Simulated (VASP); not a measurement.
Data:

```
CELL_PARAMETERS angstrom
      0.00000     2.28960     2.28960
      2.28960     0.00000     2.28960
      2.28960     2.28960     0.00000
ATOMIC_POSITIONS crystal
  Pt 0.00000 0.00000 0.00000
  C  0.50000 0.50000 0.50000
```

Computed with PBE GGA, VASP's PBE PAW potentials (set 64) (plane waves; VASP). Settings: 520 eV cut-off, 12×12×12 Γ-centred mesh, first-order Methfessel-Paxton smearing of 0.10 eV, potentials Pt C.

Energy and stress use the plane-wave basis of the starting cell.

### Question
The ions, cell shape and volume are relaxed. Which structure does the run end with?

### Answer

```
CELL_PARAMETERS angstrom
      0.00000     2.23257     2.23257
      2.23257     0.00000     2.23257
      2.23257     2.23257     0.00000
ATOMIC_POSITIONS crystal
  Pt 0.00000 0.00000 0.00000
  C  0.50000 0.50000 0.50000
```
Space group Fm-3m (225), at a tolerance of 0.03 Å.

### Question
How do energy and volume change from the first to the last step?

### Answer
The energy (σ→0) changes by -48.0 meV/atom and the volume by -7.3 %, in 4 ionic steps.

| step | E(σ→0) (eV) | max force (eV/Å) | pressure (GPa) | volume (Å³) |
|---|---|---|---|---|
| 1 | -12.3075 | 0.000 | -16.16 | 24.01 |
| 2 | -12.1836 | 0.000 | 35.50 | 20.04 |
| 3 | -12.4034 | 0.000 | -0.54 | 22.29 |
| 4 | -12.4035 | 0.000 | -0.05 | 22.26 |

The structure was generated: PtC was put into the rock salt type (Fm-3m), which need not be its known phase. This run relaxes it. Symmetry was kept, so distortions that lower it aren't found.
